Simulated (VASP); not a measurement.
The system is Pb.

```
Pb
1.0
     0.00000    2.46736    2.46736
     2.46736    0.00000    2.46736
     2.46736    2.46736    0.00000
Pb
1
Direct
  0.00000 0.00000 0.00000
```

Base run:

```yaml
Program: VASP 6.6.1
Functional: PBEsol
Potentials_or_basis: VASP PAW PBE potentials, release 64 (Pb_d)
Cutoff: 700 eV
k_mesh: 14 × 14 × 14
Occupations: gaussian, width 0.1 eV
Spin: no spin polarisation
```

Its results: band gap on the k mesh none (metal or under the smearing width); pressure 0.0 GPa.

Question: The run is repeated on the same cell with these changes: functional from PBEsol to r2SCAN; cutoff from 700 eV to 520 eV. What comes out?

Answer: Band gap on the k mesh none (metal or under the smearing width); pressure 1.8 GPa.

Caveats: the PAW data sets were made with another functional, which shifts forces and pressure a little.
